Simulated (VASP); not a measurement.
Output of a VASP run:

File OSZICAR:
```
       N       E                     dE             d eps       ncg     rms          rms(c)
DAV:   1     0.231142219167E+03    0.23114E+03   -0.14313E+04  3856   0.186E+03
DAV:   2    -0.155046266421E+02   -0.24665E+03   -0.24533E+03  4088   0.506E+02
DAV:   3    -0.235314184186E+02   -0.80268E+01   -0.79716E+01  4968   0.104E+02
DAV:   4    -0.236412162469E+02   -0.10980E+00   -0.10982E+00  4672   0.120E+01
DAV:   5    -0.236435366649E+02   -0.23204E-02   -0.23199E-02  5072   0.144E+00    0.204E+01
DAV:   6    -0.200773072018E+02    0.35662E+01   -0.19719E+01  4048   0.544E+01    0.265E+00
DAV:   7    -0.200372186393E+02    0.40089E-01   -0.19182E-01  4144   0.498E+00    0.161E+00
DAV:   8    -0.200102142574E+02    0.27004E-01   -0.23535E-02  4936   0.221E+00    0.172E-01
DAV:   9    -0.200101565585E+02    0.57699E-04   -0.20498E-03  4480   0.478E-01    0.947E-02
DAV:  10    -0.200101998260E+02   -0.43268E-04   -0.16926E-04  5008   0.150E-01    0.457E-02
DAV:  11    -0.200101603218E+02    0.39504E-04   -0.15468E-04  4080   0.152E-01    0.586E-03
DAV:  12    -0.200101605743E+02   -0.25250E-06   -0.15556E-06  4816   0.136E-02    0.590E-03
DAV:  13    -0.200101603771E+02    0.19723E-06   -0.94943E-08  2160   0.422E-03    0.152E-02
DAV:  14    -0.200101625427E+02   -0.21656E-05   -0.16204E-06  4064   0.170E-02    0.397E-03
DAV:  15    -0.200101622197E+02    0.32299E-06   -0.29916E-08  2000   0.211E-03    0.288E-03
DAV:  16    -0.200101618834E+02    0.33636E-06   -0.27760E-08  1992   0.182E-03    0.995E-04
DAV:  17    -0.200101618046E+02    0.78741E-07   -0.47043E-09  1936   0.564E-04
   1 F= -.20010162E+02 E0= -.20010162E+02  d E =0.000000E+00
```

### OUTCAR
```
------------------------ aborting loop because EDIFF is reached ----------------------------------------
  FORCE on cell =-STRESS in cart. coord.  units (eV):
  Direction    XX          YY          ZZ          XY          YZ          ZX
  --------------------------------------------------------------------------------------
  Total        0.0450754      0.0450754      0.0450754     -0.0000000     -0.0000000      0.0000000
  in kB        3.2586203      3.2586203      3.2586203     -0.0000000     -0.0000000      0.0000000
  external PRESSURE =       3.2586203 kB  Pullay stress =       0.0000000 kB
  volume of cell :       22.16
      direct lattice vectors                 reciprocal lattice vectors
     2.808915332  0.000000000  0.000000000     0.356009307  0.000000000  0.000000000
     0.000000000  2.808915332  0.000000000     0.000000000  0.356009307  0.000000000
     0.000000000  0.000000000  2.808915332     0.000000000  0.000000000  0.356009307
 POSITION                                       TOTAL-FORCE (eV/Angst)
 -----------------------------------------------------------------------------------
      0.00000      0.00000      0.00000         0.000000      0.000000      0.000000
      1.40446      1.40446      1.40446        -0.000000     -0.000000     -0.000000
 -----------------------------------------------------------------------------------
    total drift:                                0.000000      0.000000     -0.000000
  FREE ENERGIE OF THE ION-ELECTRON SYSTEM (eV)
  ---------------------------------------------------
  free  energy   TOTEN  =       -20.0101618046 eV

  energy  without entropy=      -20.0101618046  energy(sigma->0) =      -20.01016180

 total charge

# of ion       s       p       d       tot
------------------------------------------
    1        0.442   6.438   4.260  11.139
    2        0.442   6.438   4.260  11.139
--------------------------------------------------
tot          0.883  12.875   8.520  22.279
```
(Selected blocks of OUTCAR.)

File POSCAR:
```
Cr
1
    2.8089153320    -0.0000000000     0.0000000000
    0.0000000000     2.8089153320     0.0000000000
   -0.0000000000    -0.0000000000     2.8089153320
Cr
2
Direct
  0.0000000000   0.0000000000   0.0000000000
  0.5000000000   0.5000000000   0.5000000000
```

Task: Write an INCAR and KPOINTS that could have produced this output.

Result: This is not unique; one that fits is the input of the run itself, AM05 GGA, plane waves, VASP's PBE PAW potentials (set 64).

### INCAR
```
SYSTEM = Cr
PREC = Accurate
ENCUT = 520
EDIFF = 1E-7
NELM = 100
ALGO = Normal
LREAL = .FALSE.
LASPH = .TRUE.
ISMEAR = -5
GGA = AM
LMAXMIX = 4
LWAVE = .FALSE.
LCHARG = .TRUE.
LORBIT = 11
NEDOS = 601
ISIF = 2
```

**KPOINTS**
```
Automatic mesh
0
Gamma
14 14 14
0 0 0
```

POTCAR, in this order: Cr_pv (PBE.64 set). Program: vasp_std.

For a metal the tetrahedron method with Blöchl corrections gives inexact stress and forces.

The compound is Cr in the bcc, AFM order structure. It was relaxed first, which changed the volume by -7 %. The run is not spin-polarised, so no magnetic state was tried.
